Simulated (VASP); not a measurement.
OSZICAR of a VASP run on In4As2Sb2 (ordered alloy cell):

OSZICAR:
```
       N       E                     dE             d eps       ncg     rms          rms(c)
DAV:   1     0.608536438061E+03    0.60854E+03   -0.26681E+04  1720   0.148E+03
DAV:   2     0.407166995875E+02   -0.56782E+03   -0.55815E+03  1778   0.399E+02
DAV:   3    -0.292917120596E+02   -0.70008E+02   -0.68349E+02  2014   0.167E+02
DAV:   4    -0.328795721329E+02   -0.35879E+01   -0.35706E+01  2093   0.394E+01
DAV:   5    -0.330325454516E+02   -0.15297E+00   -0.15293E+00  2600   0.749E+00    0.847E+00
DAV:   6    -0.322670849490E+02    0.76546E+00   -0.15949E+00  2290   0.138E+01    0.458E+00
DAV:   7    -0.321799582965E+02    0.87127E-01   -0.79378E-01  2456   0.603E+00    0.110E+00
DAV:   8    -0.321712659078E+02    0.86924E-02   -0.10327E-01  2298   0.308E+00    0.796E-01
DAV:   9    -0.321724675439E+02   -0.12016E-02   -0.91833E-03  2192   0.505E-01    0.534E-01
DAV:  10    -0.321728432483E+02   -0.37570E-03   -0.31229E-03  2308   0.590E-01    0.169E-01
DAV:  11    -0.321729835788E+02   -0.14033E-03   -0.54796E-04  2144   0.207E-01    0.539E-02
DAV:  12    -0.321730040998E+02   -0.20521E-04   -0.10236E-04  2626   0.602E-02    0.250E-02
DAV:  13    -0.321730113801E+02   -0.72803E-05   -0.18786E-05  1752   0.221E-02    0.866E-03
DAV:  14    -0.321730128108E+02   -0.14307E-05   -0.16432E-06  1383   0.135E-02    0.389E-03
DAV:  15    -0.321730128473E+02   -0.36499E-07   -0.87178E-07  1164   0.783E-03
   1 F= -.32173013E+02 E0= -.32172917E+02  d E =-.321730E+02
       N       E                     dE             d eps       ncg     rms          rms(c)
DAV:   1    -0.322557589878E+02   -0.82746E-01   -0.25030E+00  2261   0.180E+01    0.186E+00
DAV:   2    -0.321880304070E+02    0.67729E-01   -0.21641E-01  2242   0.590E+00    0.653E-01
DAV:   3    -0.321770626052E+02    0.10968E-01   -0.42468E-02  2448   0.239E+00    0.336E-01
DAV:   4    -0.321770999333E+02   -0.37328E-04   -0.21949E-03  1889   0.330E-01    0.300E-01
DAV:   5    -0.321768592337E+02    0.24070E-03   -0.28156E-04  2757   0.127E-01    0.189E-01
DAV:   6    -0.321767492374E+02    0.11000E-03   -0.26211E-04  2531   0.125E-01    0.844E-02
DAV:   7    -0.321767507127E+02   -0.14753E-05   -0.44657E-05  2173   0.700E-02    0.319E-02
DAV:   8    -0.321767508886E+02   -0.17583E-06   -0.20616E-06  1292   0.151E-02
   2 F= -.32176751E+02 E0= -.32176542E+02  d E =-.373804E-02
       N       E                     dE             d eps       ncg     rms          rms(c)
DAV:   1    -0.321784713287E+02   -0.17206E-02   -0.51215E-02  2261   0.262E+00    0.263E-01
DAV:   2    -0.321771393107E+02    0.13320E-02   -0.42050E-03  2242   0.817E-01    0.956E-02
DAV:   3    -0.321769076060E+02    0.23170E-03   -0.89137E-04  2448   0.351E-01    0.440E-02
DAV:   4    -0.321769058814E+02    0.17246E-05   -0.45355E-05  1908   0.477E-02    0.380E-02
DAV:   5    -0.321768969771E+02    0.89043E-05   -0.47592E-06  1751   0.170E-02    0.198E-02
DAV:   6    -0.321768902376E+02    0.67395E-05   -0.47027E-06  1528   0.156E-02    0.772E-03
DAV:   7    -0.321768904032E+02   -0.16560E-06   -0.10072E-06   959   0.101E-02
   3 F= -.32176890E+02 E0= -.32176694E+02  d E =-.387756E-02
       N       E                     dE             d eps       ncg     rms          rms(c)
DAV:   1    -0.321769297859E+02   -0.39548E-04   -0.12040E-03  2269   0.400E-01    0.391E-02
DAV:   2    -0.321768992389E+02    0.30547E-04   -0.99120E-05  2261   0.126E-01    0.140E-02
DAV:   3    -0.321768932117E+02    0.60271E-05   -0.19753E-05  1684   0.529E-02    0.697E-03
DAV:   4    -0.321768929511E+02    0.26060E-06   -0.17852E-06  1275   0.855E-03
   4 F= -.32176893E+02 E0= -.32176699E+02  d E =-.388010E-02
       N       E                     dE             d eps       ncg     rms          rms(c)
DAV:   1    -0.321776601292E+02   -0.76692E-03   -0.20513E-01  2149   0.229E+00    0.226E-01
DAV:   2    -0.321778777784E+02   -0.21765E-03   -0.94172E-03  2664   0.721E-01    0.996E-02
DAV:   3    -0.321777274280E+02    0.15035E-03   -0.46597E-04  2410   0.202E-01    0.615E-02
DAV:   4    -0.321776657247E+02    0.61703E-04   -0.10523E-04  2372   0.990E-02    0.225E-02
DAV:   5    -0.321776605526E+02    0.51721E-05   -0.35552E-05  2442   0.468E-02    0.127E-02
DAV:   6    -0.321776602930E+02    0.25957E-06   -0.31802E-06  1546   0.179E-02
   5 F= -.32177660E+02 E0= -.32177442E+02  d E =-.767342E-03
       N       E                     dE             d eps       ncg     rms          rms(c)
DAV:   1    -0.321779609094E+02   -0.30036E-03   -0.29798E-01  2149   0.277E+00    0.271E-01
DAV:   2    -0.321782744763E+02   -0.31357E-03   -0.13668E-02  2672   0.866E-01    0.120E-01
DAV:   3    -0.321780577408E+02    0.21674E-03   -0.68000E-04  2426   0.243E-01    0.744E-02
DAV:   4    -0.321779694566E+02    0.88284E-04   -0.15002E-04  2388   0.118E-01    0.274E-02
DAV:   5    -0.321779621724E+02    0.72841E-05   -0.51842E-05  2434   0.565E-02    0.153E-02
DAV:   6    -0.321779619731E+02    0.19937E-06   -0.49933E-06  1730   0.221E-02
   6 F= -.32177962E+02 E0= -.32177724E+02  d E =-.106902E-02
       N       E                     dE             d eps       ncg     rms          rms(c)
DAV:   1    -0.321783102646E+02   -0.34809E-03   -0.31139E-02  1783   0.883E-01    0.103E-01
DAV:   2    -0.321782624364E+02    0.47828E-04   -0.17223E-03  2608   0.367E-01    0.521E-02
DAV:   3    -0.321781982989E+02    0.64137E-04   -0.10963E-04  2477   0.872E-02    0.284E-02
DAV:   4    -0.321781771987E+02    0.21100E-04   -0.41641E-05  2350   0.569E-02    0.101E-02
DAV:   5    -0.321781767057E+02    0.49295E-06   -0.14170E-05  1930   0.305E-02    0.625E-03
DAV:   6    -0.321781766078E+02    0.97983E-07   -0.86913E-07  1004   0.874E-03
   7 F= -.32178177E+02 E0= -.32177942E+02  d E =-.214635E-03
       N       E                     dE             d eps       ncg     rms          rms(c)
DAV:   1    -0.321784143549E+02   -0.23765E-03   -0.35584E-02  1780   0.945E-01    0.110E-01
DAV:   2    -0.321783613143E+02    0.53041E-04   -0.19830E-03  2608   0.396E-01    0.557E-02
DAV:   3    -0.321782879436E+02    0.73371E-04   -0.12524E-04  2468   0.932E-02    0.305E-02
DAV:   4    -0.321782637028E+02    0.24241E-04   -0.47863E-05  2350   0.609E-02    0.108E-02
DAV:   5    -0.321782631821E+02    0.52067E-06   -0.16290E-05  1940   0.325E-02    0.673E-03
DAV:   6    -0.321782630749E+02    0.10722E-06   -0.98425E-07  1007   0.931E-03
   8 F= -.32178263E+02 E0= -.32178033E+02  d E =-.301102E-03
```

Problem. Which electronic solver shows in the log?

Solution. It is blocked Davidson (ALGO = Normal, or the opening steps of other solvers). The INCAR had ALGO = Normal.

Problem. Can the final energy be trusted as converged?

Solution. The calculation finished and met its thresholds. It stopped with EDIFF = 1E-6, NELM = 100, NSW = 60 and EDIFFG = -0.02 after 8 ionic steps (PBEsol GGA, plane waves, VASP's PBE PAW potentials (set 64)).

The structure was generated: In4As2Sb2 was put into an ordered model structure (R3m), which need not be its known phase. This run relaxes it. Symmetry was kept, so distortions that lower it aren't found. The start is the result of an earlier pass.
